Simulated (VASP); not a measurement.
A run of VASP 6.6.1:

The input POSCAR:

```
NiMoIrPdW                               
1.0
    2.7817148609      0.0000014292      0.0000002703
   -1.3908612210      2.4090423717     -0.0000002703
    0.0000011869     -0.0000006852     11.0536494866
  Ni              Mo              Pd              Ir              W             
     1     1     1     1     1
Direct
     0.3333313001982298    0.6666686998017208    0.5962578939575585
     0.9999999665560934    0.0000000334439048    0.4097267440860613
     0.6666676951847035    0.3333323048154015    0.7952412205432654
     0.6666671693344079    0.3333328306657254    0.2001314290932137
     0.3333338687265653    0.6666661312732475    0.9986427123199012
```

Contents of INCAR.step1:

```
PREC = Accurate
ENCUT = 520
EDIFF = 1E-7
ISMEAR = -1
SIGMA = 0.05
LREAL = False
LASPH = True
NELM = 150
ALGO = Normal
ISIF = 2
LWAVE = False
LCHARG = True
ISPIN = 2
MAGMOM = 1 1 0 0.6 0
LORBIT = 11
LMAXMIX = 4
GGA = RE
KPAR = 4
```

KPOINTS.step1

```
Automatic mesh
0
Gamma
  11 11 3
```

Contents of INCAR.step2:

```
PREC = Accurate
ENCUT = 520
EDIFF = 1E-7
ISMEAR = 0
SIGMA = 0.05
LREAL = False
LASPH = True
NELM = 150
ALGO = Normal
ISIF = 2
LWAVE = False
LCHARG = False
ISPIN = 2
MAGMOM = 1 1 0 0.6 0
LORBIT = 11
LMAXMIX = 4
GGA = RE
KPAR = 4
ICHARG = 11
```

KPOINTS.step2

```
path GMKGALHA,LM,KH
15
line-mode
reciprocal
 0.0000000000  0.0000000000  0.0000000000  G
 0.5000000000  0.0000000000  0.0000000000  M

 0.5000000000  0.0000000000  0.0000000000  M
 0.3333333333  0.3333333333  0.0000000000  K

 0.3333333333  0.3333333333  0.0000000000  K
 0.0000000000  0.0000000000  0.0000000000  G

 0.0000000000  0.0000000000  0.0000000000  G
 0.0000000000  0.0000000000  0.5000000000  A

 0.0000000000  0.0000000000  0.5000000000  A
 0.5000000000  0.0000000000  0.5000000000  L

 0.5000000000  0.0000000000  0.5000000000  L
 0.3333333333  0.3333333333  0.5000000000  H

 0.3333333333  0.3333333333  0.5000000000  H
 0.0000000000  0.0000000000  0.5000000000  A

 0.5000000000  0.0000000000  0.5000000000  L
 0.5000000000  0.0000000000  0.0000000000  M

 0.3333333333  0.3333333333  0.0000000000  K
 0.3333333333  0.3333333333  0.5000000000  H
```

Potentials or basis: VASP PAW PBE potentials, release 64 (Ni, Mo_sv, Pd, Ir, W_sv).

Command:

```sh
$ cat potpaw_PBE.64/Ni/POTCAR potpaw_PBE.64/Mo_sv/POTCAR potpaw_PBE.64/Pd/POTCAR potpaw_PBE.64/Ir/POTCAR potpaw_PBE.64/W_sv/POTCAR > POTCAR
$ cp INCAR.step1 INCAR
$ cp KPOINTS.step1 KPOINTS
$ mpirun -np 4 vasp_std > vasp.out
$ cp INCAR.step2 INCAR
$ cp KPOINTS.step2 KPOINTS
$ mpirun -np 4 vasp_std > vasp.out
```

Hardware: 4 MPI ranks on Intel(R) Xeon(R) Platinum 8488C (Sapphire Rapids), on a shared host.

Problem. Estimate the wall time of this run.

Solution. It took 4.3 min on 4 MPI ranks on Intel(R) Xeon(R) Platinum 8488C (Sapphire Rapids), on a shared host, peak memory 0.72 GiB a rank. Counts: scf iterations 10, k points 135.
